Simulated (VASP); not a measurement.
Here is the system:

```yaml
crystal:
  lattice:
    - [0.00000, 2.75613, 2.75613]
    - [2.75613, 0.00000, 2.75613]
    - [2.75613, 2.75613, 0.00000]
  atoms:
    - { symbol: Li, position: [0.00000, 0.00000, 0.00000] }
    - { symbol: Br, position: [0.50000, 0.50000, 0.50000] }
```

Computed with rev-vdW-DF2, VASP's PBE PAW potentials (set 64) (plane waves; VASP). Settings: 520 eV cut-off, 8×8×8 Γ-centred mesh, Gaussian smearing of 0.050 eV, potentials Li_sv Br.

### Question
What does the run give for the energy per atom (σ→0), band gap (on the k-mesh) with the smallest direct gap where there is one?

### Answer

- band gap (on the k-mesh): 4.89 eV
- smallest direct gap (on the k-mesh): 4.89 eV
- energy per atom (σ→0): -2.251 eV/atom

The absolute energy has meaning only against runs of the same code, potentials and settings.

The compound is LiBr in the rock salt structure. This cell is one point of a volume scan, at 1.03 of the reference volume.
